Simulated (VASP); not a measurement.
Here is the system:

```xyz
4
Lattice="2.1960 -3.8036 0.0000 2.1960 3.8036 0.0000 0.0000 0.0000 7.1627" Properties=species:S:1:pos:R:3 pbc="T T T"
Cd     2.1960    -1.2679     3.5816
Cd     2.1960     1.2679     0.0002
Se     2.1960    -1.2679     6.2743
Se     2.1960     1.2679     2.6930
```

Computed with PBE GGA, VASP's PBE PAW potentials (set 64) (plane waves; VASP). Settings: 520 eV cut-off, 6×6×4 Γ-centred mesh, Gaussian smearing of 0.050 eV, potentials Cd Se.

**Question.** Predict the energy per atom (σ→0), band gap (on the k-mesh) with the smallest direct gap where there is one.

**Answer.** 
```json
{
  "band gap (on the k-mesh)": "0.53 eV",
  "smallest direct gap (on the k-mesh)": "0.53 eV",
  "energy per atom (σ→0)": "-265.1 kJ/mol-atom"
}
```

Only differences to runs with the same potentials and settings are physical.

The compound is CdSe in the wurtzite structure. It was relaxed first, which changed the volume by +7 %. The start is the result of an earlier pass.
